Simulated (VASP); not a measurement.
Consider the following.

```
CELL_PARAMETERS angstrom
      1.52177    -2.63579     0.00000
      1.52177     2.63579     0.00000
      0.00000     0.00000     6.04003
ATOMIC_POSITIONS crystal
  Cd 0.33333 0.66667 0.25000
  Cd 0.66667 0.33333 0.75000
```

Calculation: revPBE GGA, VASP's PBE PAW potentials (set 64) (plane waves; VASP). Run with 520 eV cut-off, Gaussian smearing of 0.050 eV, potentials Cd.

**Question.** Estimate the band gap (along the path) with the smallest direct gap where there is one.

**Answer.** 
```
Item                                                         Result
-------------------------  ----------------------------------------
band gap (along the path)  none (metal, semimetal or under 0.01 eV)
```

Total energies compare only between runs with the same potentials, cut-off and functional.

The compound is Cd in the hcp structure. It was relaxed first, which changed the volume by +12 %.
